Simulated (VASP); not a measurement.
Consider the following.

```xyz
2
Lattice="0.0000 3.0081 3.0081 3.0081 0.0000 3.0081 3.0081 3.0081 0.0000" Properties=species:S:1:pos:R:3 pbc="T T T"
Cu     3.0081     3.0081     0.0000
I      1.5041     1.5041     1.5041
```

Calculation: optB86b-vdW, VASP's PBE PAW potentials (set 64) (plane waves; VASP). Settings: 520 eV cut-off, 9×9×9 Γ-centred mesh, tetrahedra with Blöchl corrections, potentials Cu I.

Unless said otherwise, spin-orbit coupling is left out, though it shifts the bands of the heavy elements here.

Task: Estimate the energy per atom (σ→0), band gap (on the k-mesh) with the smallest direct gap where there is one.

Result: 
```
Quantity                                     Result
-----------------------------------  --------------
band gap (on the k-mesh)                    1.16 eV
smallest direct gap (on the k-mesh)         1.16 eV
energy per atom (σ→0)                -0.399 eV/atom
```

Total energies compare only between runs with the same potentials, cut-off and functional.

The compound is CuI in the zinc blende structure. It was relaxed first.
